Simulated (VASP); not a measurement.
Set up this calculation in VASP 6.6.1, as the native input.

```yaml
Task: relaxation of cell and atoms
Functional: LDA
Potentials_or_basis: VASP PAW LDA potentials, release 64 (Ir, Pt)
Cutoff: 600 eV
k_mesh: 5 × 5 × 5
Occupations: fermi-dirac, width 0.1 eV
Spin: no spin polarisation
Dipole_correction: no
Further_INCAR_settings: ALGO = Fast; EDIFF = 1e-06; IBRION = 2; EDIFFG = -0.03; NSW = 50; ISIF = 3
```

The structure of IrPt3 lies in POSCAR:

```
IrPt3
1.0
    4.7687571859      0.0000000000      0.0000000000
    0.0000000000      4.7687571859      0.0000000000
    0.0000000000      0.0000000000      4.7687571859
Ir Pt
1 3
Direct
    0.0000000000      0.0000000000      0.0000000000
    0.5000000000      0.0000000000      0.0000000000
    0.0000000000      0.0000000000      0.5000000000
    0.0000000000      0.5000000000      0.0000000000
```

The cell was built by a generator and needn't be a form met in nature.

One way to write it, as run:

INCAR

```
PREC = Accurate
ENCUT = 600
EDIFF = 1E-6
ISMEAR = -1
SIGMA = 0.1
LREAL = F
LASPH = T
NELM = 100
ALGO = Fast
ISIF = 3
LWAVE = F
LCHARG = F
GGA = CA
IBRION = 2
NSW = 50
EDIFFG = -0.03
```

KPOINTS

```
Automatic mesh
0
Gamma
  5 5 5
```

Potentials or basis: VASP PAW LDA potentials, release 64 (Ir, Pt).

Command:

```bash
$ cat potpaw_LDA.64/Ir/POTCAR potpaw_LDA.64/Pt/POTCAR > POTCAR
$ mpirun -np 1 vasp_std > vasp.out
```

It gave:

```yaml
Relaxed_volume: 27.19 Å³/atom
Relaxed_cell: a = 4.774 Å, b = 4.774 Å, c = 4.774 Å, α = 90.00°, β = 90.00°, γ = 90.00°
Space_group_after_relaxing_to_0.05_Å: Pm-3m (No. 221)
Energy_gained_by_relaxing: 0.1 meV/atom
Ionic_steps: 3
Pressure_after_relaxing: 0.0 GPa
Band_gap_on_the_k_mesh: none (metal or under the smearing width)
```

It took 36 s on 1 thread of Intel(R) Xeon(R) 6975P-C (Granite Rapids), with other jobs on the host, peak memory 0.21 GiB.
